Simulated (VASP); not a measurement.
All values below come from PBEsol GGA, VASP's PBE PAW potentials (set 64) (plane waves; VASP).

Input for VASP

### INCAR
```
SYSTEM = ZrO2
IBRION = 6   ! finite differences
PREC = Accurate
ISMEAR = 0
SIGMA = 0.05
ENCUT = 650
NELM = 100   ! most electronic steps
LASPH = .True.
NSW = 1
LWAVE = .False.
LMAXMIX = 4
ISIF = 3
EDIFF = 1E-7
NFREE = 2
ALGO = Normal   ! blocked Davidson
LCHARG = .False.
LREAL = .False.
POTIM = 0.015   ! step
GGA = PS   ! PBEsol
```

**KPOINTS**
```
Automatic mesh
0
Gamma
7 7 7
0 0 0
```

POSCAR:
```
ZrO2
5.0673520
  0.0000000000   0.5000000493   0.5000000493
  0.5000000493   0.0000000000   0.5000000493
  0.5000000493   0.5000000493   0.0000000000
Zr O
1 2
direct
  0.0000000000   0.0000000000   0.0000000000
  0.2500000000   0.2500000000   0.2500000000
  0.7500000000   0.7500000000   0.7500000000
```

POTCAR, in this order: Zr_sv O (PBE.64 set). Program: vasp_std.

Output of the run:

### OUTCAR
```
 ion  position               nearest neighbor table
   1  0.000  0.000  0.000-   3 2.19   3 2.19   3 2.19   2 2.19   3 2.19   2 2.19   2 2.19   2 2.19
  LATTYP: Found a face centered cubic cell.
 ALAT       =     5.0673524998
 Subroutine PRICEL returns:
 Original cell was already a primitive cell.
 Subroutine GETGRP returns: Found 48 space group operations
The static configuration has the point symmetry O_h .
The dynamic configuration has the point symmetry O_h .
 Subroutine INISYM returns: Found 48 space group operations
 Subroutine IBZKPT returns following result:
 Found     20 irreducible k-points:

 Following reciprocal coordinates:
            Coordinates               Weight
  0.000000  0.000000  0.000000      1.000000
  0.142857  0.000000  0.000000      8.000000
  0.285714  0.000000  0.000000      8.000000
  0.428571  0.000000  0.000000      8.000000
  0.142857  0.142857  0.000000      6.000000
  0.285714  0.142857  0.000000     24.000000
  0.428571  0.142857  0.000000     24.000000
 -0.428571  0.142857  0.000000     24.000000
 -0.285714  0.142857  0.000000     24.000000
 -0.142857  0.142857  0.000000     12.000000
  0.285714  0.285714  0.000000      6.000000
  0.428571  0.285714  0.000000     24.000000
 -0.428571  0.285714  0.000000     24.000000
 -0.285714  0.285714  0.000000     12.000000
  0.428571  0.428571  0.000000      6.000000
 -0.428571  0.428571  0.000000     12.000000
  0.428571  0.285714  0.142857     24.000000
 -0.428571  0.285714  0.142857     48.000000
 -0.428571  0.428571  0.142857     24.000000
 -0.285714  0.428571  0.142857     24.000000
 Subroutine IBZKPT_HF returns following result:
   k-points           NKPTS =     20   k-points in BZ     NKDIM =     20   number of bands    NBANDS=     16
   number of dos      NEDOS =    301   number of ions     NIONS =      3
   total plane-waves  NPLWV =  27000
   dimension x,y,z NGX =    30 NGY =   30 NGZ =   30
...
```

### OUTCAR
```


 TOTAL ELASTIC MODULI (kBar)
 Direction    XX          YY          ZZ          XY          YZ          ZX
 --------------------------------------------------------------------------------
 XX        5500.6549   1073.8123   1073.8123      0.0000      0.0000      0.0000
 YY        1073.8123   5500.6549   1073.8123      0.0000      0.0000      0.0000
 ZZ        1073.8123   1073.8123   5500.6549      0.0000     -0.0000     -0.0000
 XY           0.0000      0.0000      0.0000    680.4614      0.0000     -0.0000
 YZ           0.0000      0.0000     -0.0000      0.0000    680.4614      0.0000
 ZX           0.0000      0.0000     -0.0000     -0.0000      0.0000    680.4614
 --------------------------------------------------------------------------------
```
(Selected blocks of OUTCAR.)

The compound is ZrO2 in the fluorite structure, the high-temperature cubic form, which is unstable at 0 K; the monoclinic form is the stable one. It was relaxed first.
